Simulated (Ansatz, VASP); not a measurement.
# WS2 (Tungstenite) in two plane-wave programs, part 2 of 2

Aim: how closely do two programs agree when they are given the same cell, functional and k mesh? The cell is taken from a series of runs on this material, whose earlier steps may have relaxed, scaled, displaced or heated it; both programs get it as it stands.

VASP 6.6.1 and Ansatz 0.2.0.

So far: Set-up; VASP: relaxation of cell and atoms, r2SCAN with rVV10.

### 3. Ansatz: relaxation of cell and atoms, r2SCAN with rVV10

Level of this step: Ansatz beside VASP: Kohn-Sham DFT, plane waves, r2SCAN with rVV10 (Ansatz).

Ansatz runs on its default PAW (the set named soft_2) files.

The same cell, functional, mesh and smearing now go to Ansatz, which takes its cutoff from its data sets.

The input, input.yaml:

```yaml
crystal:
  lattice:
    - [3.18, 0.0, 0.0]
    - [-1.59, 2.753960784, 0.0]
    - [0.0, 0.0, 12.5]
  atoms:
    - { symbol: W, position: [0.3333333333, 0.6666666667, 0.25] }
    - { symbol: W, position: [0.6666666667, 0.3333333333, 0.75] }
    - { symbol: S, position: [0.3333333333, 0.6666666667, 0.625] }
    - { symbol: S, position: [0.6666666667, 0.3333333333, 0.125] }
    - { symbol: S, position: [0.3333333333, 0.6666666667, 0.875] }
    - { symbol: S, position: [0.6666666667, 0.3333333333, 0.375] }
kpoints:
  mp_grid: { grid: [9, 9, 2] }
hamiltonian:
  xc: r2scan
  dispersion: rvv10
scf:
  occupations: { method: gaussian, width: 0.02 }
output:
  forces: true
  stress: true
  eigenvalues: true
  write_density: true
  write_potential: true
  elf: true
  volumetric_format: npy
relax:
  adjacent_minimum: "off"
  f_tol: 0.005
  max_steps: 60
  cell: { stress_tol: 0.03 }
```

On the command line:

```sh
> ansatz run input.yaml --threads 8 --pin off --max-ram 16384MiB --backend cpu --events-out ev --progress --plain --runs-dir out
```

Numbers of over 12 decimals in the logs are rounded to 6 here.

What it wrote:

```text
Engine: ansatz 0.2.0, aarch64-unknown-linux-gnu
Pseudopotentials: kind: paw
Pseudopotential: W, paw, valence charge 14, recommended cutoff 500 eV (meta_gga), W.paw.azcp
Pseudopotential: S, paw, valence charge 6, recommended cutoff 500 eV (meta_gga), S.paw.azcp
Functional definition: r2SCAN+rVV10
  parameter k0 = 0.174
  parameter k1 = 0.065
  parameter a1 = 4.9479
  exchange = r2scan_x(k0 = k0, k1 = k1, a1 = a1)
  correlation = r2scan_c + rvv10(11.95, 0.0093)
Crystal: 6 atoms, lattice volume = 109.470 Å³
Basis set: ecut = 500 eV, 2775 PW (Γ), exchange–correlation on 108×108×432 points (64 copies of the dense FFT grid, shifted against one another)
Bands: 32, of which v1, the nominal top of the filled ones, is band 26 counted from 1 (25 counted from 0)
Symmetry: 24 space group operations
Space group: P63/mmc (ITA 194), of the structure as read, at distance tolerance 4.8e-5 Å
k-points: 24 of 162
Non-local potential: W, projectors of the file, l = 0: 3, l = 1: 2, l = 2: 2, l = 3: 1
Non-local potential: S, projectors of the file, l = 0: 2, l = 1: 2, l = 2: 2
PAW form: soft (Blöchl's): semilocal exchange-correlation on the pseudo side does not see the compensation charge
rVV10 density: all electrons in the spheres
PAW frozen core: W, regenerated for the run's functional (the file was generated under x = pbe(κ = 0.804, μ = 0.219515), c = pbe(β = 0.066725))
PAW frozen core: S, regenerated for the run's functional (the file was generated under x = pbe(κ = 0.804, μ = 0.219515), c = pbe(β = 0.066725))
PAW one-centre angular grid: W, 590 points (default); XC on 160 Gauss nodes
PAW one-centre angular grid: S, 302 points (default); XC on 160 Gauss nodes
Initial density: superposition of atomic densities (neutral atoms: chi_scale 0, normalization atom), corrected by the library's trained network
Initial wavefunctions: pseudopotential atomic-orbital guess
Functional: x = r2scan, c = r2scan + rvv10(b = 11.95, C = 0.0093); τ floored in thin density (d = 2e-4 eV/Å³)
SCF iter   1: F=—  HF=-24415.353769 eV  |F-HF|=—  |Δ(HF+E_count)|=         —  Δρ=7.90e-3  dr2=4.55e-2  dr2_τ=1.58e-1  ethr=1.77e-3  ⟨swp⟩=6.7  Hψ=3696  notcnv=0
preconditioner: auto → Resta (q_TF=auto, 2.410 Å⁻¹)  ε∞=6.8  [insulator: Δε(μ)=1.220 eV  Ē_g=8.814 eV  σ=0.020 eV  W_gap=1.00  n_scr=26 (ndim 8)  ℏωp=21.3 eV  f_vac=0.025  D(μ)=0.00/eV (n_scr^D=0)  ε∞_Penn≈6.8]
SCF iter   2: F=—  HF=-24415.487803 eV  |F-HF|=—  |Δ(HF+E_count)|=   1.34e-1  Δρ=4.57e-3  dr2=1.69e-2  dr2_τ=1.91e-3  ethr=8.76e-5  ⟨swp⟩=2.8  Hψ=1545  notcnv=0  defer=35
SCF iter   3: F=—  HF=-24415.491079 eV  |F-HF|=—  |Δ(HF+E_count)|=   3.28e-3  Δρ=2.54e-3  dr2=3.94e-3  dr2_τ=3.78e-4  ethr=3.26e-5  ⟨swp⟩=2.2  Hψ=1065  notcnv=0  defer=35
SCF iter   4: F=—  HF=-24415.493600 eV  |F-HF|=—  |Δ(HF+E_count)|=   2.52e-3  Δρ=6.20e-4  dr2=4.38e-4  dr2_τ=1.66e-5  ethr=7.58e-6  ⟨swp⟩=2.2  Hψ=1238  notcnv=0  defer=35
SCF iter   5: F=—  HF=-24415.493708 eV  |F-HF|=—  |Δ(HF+E_count)|=   1.07e-4  Δρ=8.66e-5  dr2=2.06e-5  dr2_τ=2.95e-7  ethr=8.42e-7  ⟨swp⟩=2.2  Hψ=1109  notcnv=0  defer=35
SCF iter   6: F=—  HF=-24415.493713 eV  |F-HF|=—  |Δ(HF+E_count)|=   4.89e-6  Δρ=1.67e-5  dr2=5.53e-7  dr2_τ=9.49e-9  ethr=3.96e-8  ⟨swp⟩=2.0  Hψ=1161  notcnv=0  defer=35
SCF iter   7: F=-24415.493713 eV  HF=-24415.493713 eV  |F-HF|=1.99e-9  |Δ(HF+E_count)|=   1.59e-7  Δρ=2.39e-6  dr2=4.58e-9  dr2_τ=3.47e-10  ethr=1.92e-10  ⟨swp⟩=14.7  Hψ=6396  notcnv=0
SCF 1 converged in 7 iterations: F = -24415.493713 eV  dr2 = 4.58e-9
  greatest PAW one-centre occupation: 0.999 electrons in one spin orbital (limit 2), on the W atom at site 1 (counted from 0), in its partial waves of l = 0
relax step   1: F+E_penalty+E_count = -24415.49371294 eV  Δ(F+E_penalty+E_count) = +0.000e0 eV  max|allowed force component| = 6.319e-2 eV/Å  Δτ_max = 0.0000 Å  P = -1.002 GPa  Ω = 109.470 Å³  (7 SCF iters, dr2 threshold 1.00e-7 eV, accepted)
[...]
relax step   3: F+E_penalty+E_count = -24415.49639237 eV  Δ(F+E_penalty+E_count) = -2.679e-3 eV  max|allowed force component| = 2.126e-2 eV/Å  Δτ_max = 0.0009 Å  P = -0.129 GPa  Ω = 108.813 Å³  energy of the carried Pulay correction = +1.792e-4 eV  (9 SCF iters, accepted)
[...]
relax step   4: F+E_penalty+E_count = -24415.49646824 eV  Δ(F+E_penalty+E_count) = -7.587e-5 eV  max|allowed force component| = 6.359e-3 eV/Å  Δτ_max = 0.0004 Å  P = -0.025 GPa  Ω = 108.719 Å³  energy of the carried Pulay correction = +2.050e-4 eV  (4 SCF iters, dr2 threshold 1.26e-7 eV, accepted)
[...]
relax step   5: F+E_penalty+E_count = -24415.49647340 eV  Δ(F+E_penalty+E_count) = -5.166e-6 eV  max|allowed force component| = 2.844e-5 eV/Å  Δτ_max = 0.0002 Å  P = +0.001 GPa  Ω = 108.715 Å³  energy of the carried Pulay correction = +2.060e-4 eV  (4 SCF iters, dr2 threshold 8.54e-9 eV, accepted)
[...]
relax step   6: F+E_penalty+E_count = -24415.49624999 eV  Δ(F+E_penalty+E_count) = +2.234e-4 eV  max|allowed force component| = 3.439e-5 eV/Å  Δτ_max = 0.0000 Å  P = -0.000 GPa  Ω = 108.715 Å³  stress off target by 4.58e-4 GPa  SCF on the basis re-selected at this cell (its energy is not comparable with the rows above)  (6 SCF iters)
basis re-selected at this cell: Δ(F+E_penalty+E_count) = +2.234e-4 eV, ΔP = -0.001 GPa vs the last step (what re-selecting the basis moved, of the pressure what is left beyond the Pulay correction that the steps carried, after the strain that the cell walked since its last selection, with what the two solves' SCF thresholds leave and, on support functions, any second-order correction that the steps lacked; it is no m [...]
SCF converged after 6 iterations
Free energy (F): -24415.496250 eV
Harris-Foulkes:  -24415.496250 eV  (|F-HF|=3.64e-12)
Internal energy: -24415.496250 eV  (E = F + TS)
E sigma→0 (E₀):  -24415.496250 eV
Fermi energy:    11.844864 eV
--- Per-component energies (eV) ---
  E_band       = -432.505359
  E_kinetic    = 1333.168898
  E_local      = -3632.930532  (includes V_loc(G=0)·N_el)
  E_nonlocal   = 115.373431
  E_hartree    = 1447.076396
  E_xc         = -858.988268
  E_vxc        = -899.631697  (∫ρ·V_xc dr)
  E_paw        = -19624.324786  (= ΣΔE_a)
  E_vpaw       = -287.113889  (= ΣTr[D̂ρ^β])
  E_aug_tail   = -0.000058  (compensation charges beyond the density's cutoff)
  E_vtau       = 44.475706  (kinetic-family band-sum trace: ∫τ·v_τ [+ j·A + Jᵃ·Aᵃ] dr)
  E_ewald      = -3193.256366
  E_core_change = -1.614965  (= ΣΔE_core)
  E_smearing   = -0.000000  (= −TS)
  E_closure    = -0.000000  (closes the sum)
  Σ components = -24415.496250   (vs F -24415.496250, Δ=0.00e0)
--- Forces (eV/Å), atoms counted from 1 ---
  atom   1  W     -0.00000000     0.00000000    -0.00000000
  atom   2  W      0.00000000    -0.00000000     0.00000000
  atom   3  S     -0.00000000     0.00000000    -0.00003439
  atom   4  S     -0.00000000    -0.00000000    -0.00003439
  atom   5  S     -0.00000000     0.00000000     0.00003439
  atom   6  S     -0.00000000    -0.00000000     0.00003439
  max |Σ_I F_I| component: 1.16e-17 eV/Å
--- Stress (GPa, compression-positive) ---
        0.000120       0.000000       0.000000
        0.000000       0.000120       0.000000
        0.000000       0.000000      -0.000458
  P = ⅓ Tr σ = -0.0001 GPa (-0.001 kbar)
--- Band table (eV; the first three rows and the last of 24) ---
  k-point 0: bands = [... 22 lower, 8.8348, 9.5143, 10.0577, 11.2275, 13.6597, 13.6597, 13.6680, 13.6680, ... 2 higher]
  k-point 1: bands = [... 22 lower, 8.8124, 8.8124, 10.8919, 10.8919, 13.6550, 13.6550, 13.6550, 13.6550, ... 2 higher]
  k-point 2: bands = [... 22 lower, 8.8534, 9.7304, 10.0535, 10.8356, 13.3252, 13.5330, 13.5358, 13.6277, ... 2 higher]
  k-point 23: bands = [... 22 lower, 8.0024, 8.0024, 10.5233, 10.5233, 12.5173, 12.5173, 14.0135, 14.0135, ... 2 higher]
--- Relaxed structure (5 steps of the walk, 4 accepted, 1 SCFs on fresh bases) ---
  F+E_penalty+E_count = -24415.49624999 eV   max|allowed force component| = 3.439e-5 eV/Å   (the final SCF, on the basis selected at the relaxed cell)
  cell:  # Å, volume = 108.7153 Å³
    - [3.169923, 0, 0]
    - [-1.584961, 2.745234, 0]
    - [0, 0.0, 12.492887]
  atoms:
    - { symbol: W, position: [0.333333, 0.666667, 0.25] }
    - { symbol: W, position: [0.666667, 0.333333, 0.75] }
    - { symbol: S, position: [0.333333, 0.666667, 0.624906] }
    - { symbol: S, position: [0.666667, 0.333333, 0.124906] }
    - { symbol: S, position: [0.333333, 0.666667, 0.875094] }
    - { symbol: S, position: [0.666667, 0.333333, 0.375094] }
```

### 4. Comparison

Known differences besides the potentials themselves: VASP keeps PBE cores, Ansatz makes them for the functional; the data sets hold 52 valence electrons in Ansatz (on its default PAW (the set named soft_2) files) and 36 in VASP; the cutoff is 500 eV in Ansatz and 660 eV in VASP; Ansatz adds a Pulay correction to the stress that steers its cell, VASP none. Total energies have different zeros and are not compared.

Compared:

```tsv
quantity	Ansatz	VASP	difference
volume (Å³)	108.72	108.57	+0.13 %
edge a after relaxation, in the typed setting (Å)	3.170	3.167	+0.09 %
edge c after relaxation, in the typed setting (Å)	12.493	12.498	-0.04 %
```

### 5. Outcome

```yaml
difference_in_volume_relaxation_of_cell_and_atoms_r2scan_with_rvv10: 0.13 %
```

The difference in volume is 0.13 % (relaxation of cell and atoms, r2SCAN with rVV10), within the 1.2 % picked in this series as the mark of a large difference, as far as the stopping tolerances let one tell. The data sets hold unlike numbers of valence electrons (52 in Ansatz and 36 in VASP), so part of the differences comes from the potentials. How closely two codes agree says nothing of how well the functional describes the real material.

[Lines on the potential files, build, host, timing and source positions are cut from VASP's logs without a mark.]

[Logs are printed without paths, hosts, clocks, repeated set-up lines and the standing remarks that a program may print on its own settings, such as how far it seeks lower states.]

[Hosts, paths, dates, database ids (printed as entryN), source tags and the programs' standing remarks are cut or masked in the printed files.]
